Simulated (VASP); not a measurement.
All values below come from PBE GGA with D3 dispersion (zero damping), VASP's PBE PAW potentials (set 64) (plane waves; VASP).

VASP ran on this input.

### POSCAR
```
CuAu
1
    2.7616325373    -0.0000000000     0.0000000000
    0.0000000000     2.7616325373    -0.0000000000
    0.0000000000    -0.0000000000     3.7711466988
Cu Au
1 1
Direct
  0.0000000000   0.0000000000   0.0000000000
  0.5000000000   0.5000000000   0.5000000000
```

### INCAR
```
SYSTEM = CuAu
PREC = Accurate
ENCUT = 520
EDIFF = 1E-7
NELM = 100
ALGO = Normal
LREAL = .FALSE.
LASPH = .TRUE.
ISMEAR = -5
GGA = PE
IVDW = 11
LMAXMIX = 6
LWAVE = .FALSE.
LCHARG = .TRUE.
LORBIT = 11
NEDOS = 601
ISIF = 2
```

File KPOINTS:
```
Automatic
0
gamma
  15 15 11
```

POTCAR, in this order: Cu Au (PBE.64 set). Program: vasp_std.

The run wrote:

File OSZICAR:
```
       N       E                     dE             d eps       ncg     rms          rms(c)
DAV:   1     0.132555021464E+03    0.13256E+03   -0.11535E+04  6765   0.210E+03
DAV:   2    -0.336745931749E+01   -0.13592E+03   -0.13030E+03  6655   0.337E+02
DAV:   3    -0.796141501093E+01   -0.45940E+01   -0.45488E+01  8090   0.724E+01
DAV:   4    -0.800967083417E+01   -0.48256E-01   -0.48245E-01  7440   0.634E+00
DAV:   5    -0.801109049807E+01   -0.14197E-02   -0.14196E-02  9613   0.118E+00    0.119E+01
DAV:   6    -0.742823586515E+01    0.58285E+00   -0.77821E+00  6593   0.817E+01    0.559E+00
DAV:   7    -0.710526873318E+01    0.32297E+00   -0.31023E+00  8001   0.869E+01    0.600E+00
DAV:   8    -0.703669035751E+01    0.68578E-01   -0.30285E-01  8432   0.151E+01    0.277E+00
DAV:   9    -0.703018378029E+01    0.65066E-02   -0.18870E-02 10056   0.292E+00    0.118E-01
DAV:  10    -0.702993819404E+01    0.24559E-03   -0.22739E-03  9148   0.792E-01    0.700E-02
DAV:  11    -0.702993380159E+01    0.43924E-05   -0.63375E-05  9852   0.135E-01    0.418E-02
DAV:  12    -0.702992941498E+01    0.43866E-05   -0.13858E-06  9847   0.330E-02    0.277E-03
DAV:  13    -0.702992960652E+01   -0.19154E-06   -0.28336E-07  6146   0.154E-02    0.109E-03
DAV:  14    -0.702992979238E+01   -0.18586E-06   -0.11160E-07  3877   0.117E-02    0.325E-04
DAV:  15    -0.702992977276E+01    0.19623E-07   -0.35106E-08  3667   0.298E-03
   1 F= -.84487567E+01 E0= -.84487567E+01  d E =0.000000E+00
```

**OUTCAR**
```
------------------------ aborting loop because EDIFF is reached ----------------------------------------
 Edisp (eV)   -1.41883
  FORCE on cell =-STRESS in cart. coord.  units (eV):
  Direction    XX          YY          ZZ          XY          YZ          ZX
  --------------------------------------------------------------------------------------
  Total       0.06380     0.06380    -0.00489     0.00000    -0.00000     0.00000
  in kB       3.55432     3.55432    -0.27240     0.00000    -0.00000     0.00000
  external pressure =        2.28 kB  Pullay stress =        0.00 kB
  volume of cell :       28.76
      direct lattice vectors                 reciprocal lattice vectors
     2.761632537  0.000000000  0.000000000     0.362104656  0.000000000  0.000000000
     0.000000000  2.761632537  0.000000000     0.000000000  0.362104656  0.000000000
     0.000000000  0.000000000  3.771146699     0.000000000  0.000000000  0.265171334
 POSITION                                       TOTAL-FORCE (eV/Angst)
 -----------------------------------------------------------------------------------
      0.00000      0.00000      0.00000         0.000000      0.000000      0.000000
      1.38082      1.38082      1.88557         0.000000      0.000000      0.000000
 -----------------------------------------------------------------------------------
    total drift:                                0.000000      0.000000     -0.000000
  FREE ENERGIE OF THE ION-ELECTRON SYSTEM (eV)
  ---------------------------------------------------
  free  energy   TOTEN  =        -8.4487566707 eV

  energy  without entropy=       -8.4487566707  energy(sigma->0) =       -8.44875667

 total charge

# of ion       s       p       d       tot
------------------------------------------
    1        0.381   0.319   9.226   9.926
    2        0.615   0.442   8.700   9.758
--------------------------------------------------
tot          0.996   0.761  17.926  19.683
```
(Selected blocks of OUTCAR.)

For a metal the tetrahedron method with Blöchl corrections gives inexact stress and forces.

The compound is CuAu in the L1_0 structure. It was relaxed first.
